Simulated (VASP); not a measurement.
A cell of FePt (L1_0) near equilibrium:

```
FePt
1.0
    2.68588     0.00000     0.00000
    0.00000     2.68588     0.00000
    0.00000     0.00000     3.71297
Fe Pt
1 1
Direct
  0.00000   0.00000   0.00000
  0.50000   0.50000   0.50000
```
Starting moments (μB, in the order of the record's atoms Fe Pt): 2.9 0.3.

Level of theory: PBEsol GGA, VASP's PBE PAW potentials (set 64) (plane waves; VASP).

```csv
run,ΔE (meV/atom),σxx,σyy,σzz,"largest shear component, with its sign (GPa)",largest force (eV/Å),moment (μB)
as it is,0.0,0.11,0.11,0.14,0.00,0.000,3.20
after one change,5.8,0.37,0.37,0.44,0.00,0.461,3.19
```
Stress is in GPa, positive when the cell is compressed.

Name the change that produced these shifts.
A) uniaxial strain of +1.0 % along x
B) atom 2 (Pt) moved by -0.100 Å along x
C) atom 2 (Pt) moved by 0.100 Å along x
D) atom 2 (Pt) moved by -0.050 Å along z

D, atom 2 (Pt) moved by -0.050 Å along z

The compound is FePt in the L1_0 structure. The spin order is the one that the start imposed; others were not tried in this run.
